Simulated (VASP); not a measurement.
Here is the system:

```xyz
3
Lattice="1.5450 -2.6760 0.0000 1.5450 2.6760 0.0000 0.0000 0.0000 3.5200" Properties=species:S:1:pos:R:3 pbc="T T T"
Mg     0.0000     0.0000     0.0000
B      1.5450     0.8920     1.7600
B      1.5450    -0.8920     1.7600
```

The numbers are results of PBEsol GGA, VASP's PBE PAW potentials (set 64) (plane waves; VASP 6.6.1), not measurements. Settings: 400 eV cut-off, 8×8×6 Γ-centred mesh, Fermi-Dirac smearing of 0.10 eV, potentials Mg B.

At this cut-off the stress carries a Pulay error, which pulls relaxed volumes low. Energy and stress use the plane-wave basis of the starting cell.

Task: The ions, cell shape and volume are relaxed. What does this cell relax into?

Result: 
```xyz
3
Lattice="1.5350 -2.6586 0.0000 1.5350 2.6586 0.0000 0.0000 0.0000 3.4821" Properties=species:S:1:pos:R:3 pbc="T T T"
Mg     0.0000     0.0000     0.0000
B      1.5350     0.8862     1.7411
B      1.5350    -0.8862     1.7411
```
Space group P6/mmm (191), at a tolerance of 0.03 Å.

Task: How do energy and volume change from the first to the last step?

Result: The energy (σ→0) changes by -2.6 meV/atom and the volume by -2.4 %, in 5 ionic steps.

```
step  E(σ→0) (eV)  max force (eV/Å)  pressure (GPa)  volume (Å³)
----  -----------  ----------------  --------------  -----------
1        -16.2074             0.000           -3.42        29.11
2        -16.2134             0.000            1.25        28.24
3        -16.2143             0.000           -0.03        28.47
4        -16.2149             0.000           -0.01        28.44
5        -16.2151             0.000            0.01        28.42
```

The structure is a typed MgB2 crystal (P6/mmm). This run relaxes it. Symmetry was kept, so distortions that lower it aren't found. The k-mesh is coarse (spacing up to 0.30 per Å, 2π included), so the numbers may not be converged in it. The run is one of a series of settings (EDIFFG = -0.01, IBRION = 2, ISIF = 3, NSW = 50 against the base run), some of them coarse on purpose.
